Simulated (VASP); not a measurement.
Set up this calculation in VASP 6.6.1, as the native input.

| Item | Value |
| --- | --- |
| Task | relaxation of cell and atoms |
| Functional | PBE |
| Potentials or basis | VASP PAW PBE potentials, release 64 (Ta_pv, Tl_d) |
| Cutoff | 600 eV |
| k mesh | 8 × 8 × 6 |
| Occupations | methfessel-paxton, width 0.1 eV |
| Spin | no spin polarisation |
| Further INCAR settings | ALGO = Fast; EDIFF = 1e-06; IBRION = 2; EDIFFG = -0.01; NSW = 40; ISIF = 3 |

The structure of TaTl lies in POSCAR:

```
TaTl
1.0
    3.4721891900      0.0000000000      0.0000000000
    0.0000000000      3.4721891900      0.0000000000
    0.0000000000      0.0000000000      4.2904585600
Ta Tl
1 1
Direct
    0.5000000000      0.5000000000      0.5000000000
    0.0000000000      0.0000000000      0.0000000000
```

The cell was built by a generator and needn't be a form met in nature.

One way to write it, as run:

INCAR

```
SYSTEM = TaTl
ALGO = Fast
EDIFF = 1E-6
EDIFFG = -0.01
ENCUT = 600
GGA = PE
IBRION = 2
ISIF = 3
ISMEAR = 1
LASPH = .True.
LCHARG = .False.
LREAL = .False.
LWAVE = .False.
NELM = 100
NSW = 40
PREC = Accurate
SIGMA = 0.1
```

KPOINTS

```
k-points
0
Gamma
  8 8 6
  0 0 0
```

Potentials or basis: VASP PAW PBE potentials, release 64 (Ta_pv, Tl_d).

Run with:

```sh
$ cat potpaw_PBE.64/Ta_pv/POTCAR potpaw_PBE.64/Tl_d/POTCAR > POTCAR
$ mpirun -np 1 vasp_std > vasp.out
```

Results of the run:

| Property | Result |
| --- | --- |
| Relaxed volume | 20.68 Å³/atom |
| Relaxed cell | a = 3.023 Å, b = 3.023 Å, c = 4.526 Å, α = 90.00°, β = 90.00°, γ = 90.00° |
| Space group after relaxing (to 0.05 Å) | P4/mmm (No. 123) |
| Energy gained by relaxing | 418.4 meV/atom |
| Ionic steps | 13 |
| Pressure after relaxing | 0.0 GPa |
| Band gap on the k mesh | none (metal or under the smearing width) |

Caveat: the volume moved by over 15 % at a fixed basis, so the end points are rough.

Wall time 2.7 min on 1 thread of Intel(R) Xeon(R) 6975P-C (Granite Rapids), on a shared host, peak memory 0.23 GiB.
